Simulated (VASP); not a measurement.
Output of a VASP run:

OSZICAR:
```
       N       E                     dE             d eps       ncg     rms          rms(c)
DAV:   1     0.177548787578E+03    0.17755E+03   -0.15151E+04   860   0.176E+03
DAV:   2     0.223348995707E+01   -0.17532E+03   -0.17300E+03   978   0.395E+02
DAV:   3    -0.397000611439E+01   -0.62035E+01   -0.61610E+01   872   0.809E+01
DAV:   4    -0.401859939213E+01   -0.48593E-01   -0.48530E-01  1004   0.685E+00
DAV:   5    -0.401880624461E+01   -0.20685E-03   -0.20685E-03   866   0.453E-01    0.592E+01
DAV:   6    -0.304809188004E+01    0.97071E+00   -0.35455E+00   902   0.237E+01    0.374E+01
DAV:   7    -0.300685063883E+01    0.41241E-01   -0.41191E-01   872   0.756E+00    0.757E+00
DAV:   8    -0.300219462453E+01    0.46560E-02   -0.81880E-03   950   0.112E+00    0.464E-01
DAV:   9    -0.300032874278E+01    0.18659E-02   -0.79869E-03   884   0.879E-01    0.226E-01
DAV:  10    -0.300035443115E+01   -0.25688E-04   -0.28289E-04  1046   0.217E-01    0.161E-01
DAV:  11    -0.300034060918E+01    0.13822E-04   -0.41087E-05   878   0.819E-02    0.220E-02
DAV:  12    -0.300034058180E+01    0.27384E-07   -0.22917E-06   808   0.166E-02
   1 F= -.30003406E+01 E0= -.30001378E+01  d E =-.405519E-03
```

OUTCAR:
```
------------------------ aborting loop because EDIFF is reached ----------------------------------------
  FORCE on cell =-STRESS in cart. coord.  units (eV):
  Direction    XX          YY          ZZ          XY          YZ          ZX
  --------------------------------------------------------------------------------------
  Total       35.7783737     35.7783737     35.7783737     -0.0000000      0.0000000     -0.0000000
  in kB     2474.6059344   2474.6059344   2474.6059344     -0.0000000      0.0000000     -0.0000000
  external PRESSURE =    2474.6059344 kB  Pullay stress =       0.0000000 kB
  volume of cell :       23.16
      direct lattice vectors                 reciprocal lattice vectors
     0.000000000  2.262551000  2.262551000    -0.220989494  0.220989494  0.220989494
     2.262551000  0.000000000  2.262551000     0.220989494 -0.220989494  0.220989494
     2.262551000  2.262551000  0.000000000     0.220989494  0.220989494 -0.220989494
 POSITION                                       TOTAL-FORCE (eV/Angst)
 -----------------------------------------------------------------------------------
      0.00000      0.00000      0.00000         0.000000      0.000000     -0.000000
      1.13128      1.13128      1.13128         0.000000      0.000000     -0.000000
      3.39383      3.39383      3.39383        -0.000000     -0.000000      0.000000
 -----------------------------------------------------------------------------------
    total drift:                                0.000000      0.000000      0.000000
  FREE ENERGIE OF THE ION-ELECTRON SYSTEM (eV)
  ---------------------------------------------------
  free  energy   TOTEN  =        -3.0003405818 eV

  energy  without entropy=       -2.9999350627  energy(sigma->0) =       -3.00013782
```
(Selected blocks of OUTCAR.)

### POSCAR
```
PtF2
1
    0.0000000000     2.2625510000     2.2625510000
    2.2625510000     0.0000000000     2.2625510000
    2.2625510000     2.2625510000     0.0000000000
Pt F
1 2
Direct
  0.0000000000   0.0000000000   0.0000000000
  0.2500000000   0.2500000000   0.2500000000
  0.7500000000   0.7500000000   0.7500000000
```

Q: Reconstruct the remaining input files.

A: Several could match; the one computed here: the input of the run itself, PBE GGA, plane waves, VASP's PBE PAW potentials (set 64).

### INCAR
```
ALGO = Normal
EDIFF = 1E-6
ENCUT = 520
GGA = PE
ISIF = 2
ISMEAR = 0
LASPH = .True.
LCHARG = .False.
LMAXMIX = 6
LREAL = .False.
LWAVE = .False.
NBANDS = 14
NELM = 100
PREC = Accurate
SIGMA = 0.05
SYSTEM = PtF2
```

File KPOINTS:
```
Automatic mesh
0
Gamma
8 8 8
0 0 0
```

POTCAR, in this order: Pt F (PBE.64 set). Program: vasp_std.

The structure was generated: PtF2 was put into the fluorite type (Fm-3m), which need not be its known phase. The cell was not relaxed at this level. The k-mesh is coarse (spacing up to 0.30 per Å, 2π included), so the numbers may not be converged in it. The run is one of a series of settings (NBANDS = 14 against the base run), some of them coarse on purpose.
